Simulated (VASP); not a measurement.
Crystal: Mg.

```
Mg
1.0
     3.18000    0.00000    0.00000
    -1.59000    2.75396    0.00000
     0.00000    0.00000    5.16000
Mg
2
Cartesian
  0.0000 1.8360 1.2900
  1.5900 0.9180 3.8700
```

The cell was built by a generator and needn't be a form met in nature.

* Program: VASP 6.6.1
* Task: relaxation of cell and atoms
* Functional: revPBE
* Dispersion: D3(BJ)
* Potentials or basis: VASP PAW PBE potentials, release 64 (Mg)
* Cutoff: 600 eV
* k mesh: 16 × 16 × 8
* Occupations: methfessel-paxton, width 0.1 eV
* Spin: no spin polarisation

At the start: pressure -2.5 GPa; volume 22.59 Å³/atom.

Problem. Where does the relaxation end?

Solution. Over 6 steps the energy falls by 12.1 meV/atom and the volume is 21.12 Å³/atom (-6.5 %); space group P6_3/mmc (No. 194, to 0.05 Å).

The path:
| step | energy change (eV) | largest force (eV/Å) | pressure (GPa) | volume (Å³) |
| --- | --- | --- | --- | --- |
| 1 | 0.0000 | 0.0000 | -2.46 | 45.19 |
| 2 | -0.0225 | 0.0000 | -0.66 | 42.96 |
| 3 | -0.0240 | 0.0000 | -0.02 | 42.29 |
| 4 | -0.0240 | 0.0000 | 0.04 | 42.23 |
| 5 | -0.0241 | 0.0000 | 0.03 | 42.23 |
| 6 | -0.0241 | 0.0000 | 0.03 | 42.24 |

Final structure:
```yaml
crystal:
  lattice:
    - [3.11798, 0.00000, 0.00000]
    - [-1.55899, 2.70025, 0.00000]
    - [0.00000, 0.00000, 5.01655]
  atoms:
    - { symbol: Mg, position: [0.33333, 0.66667, 0.25000] }
    - { symbol: Mg, position: [0.66667, 0.33333, 0.75000] }
```

Caveat: the PAW data sets were made with another functional, which shifts forces and pressure a little; pairwise dispersion overbinds metals, which lowers pressure and volume.
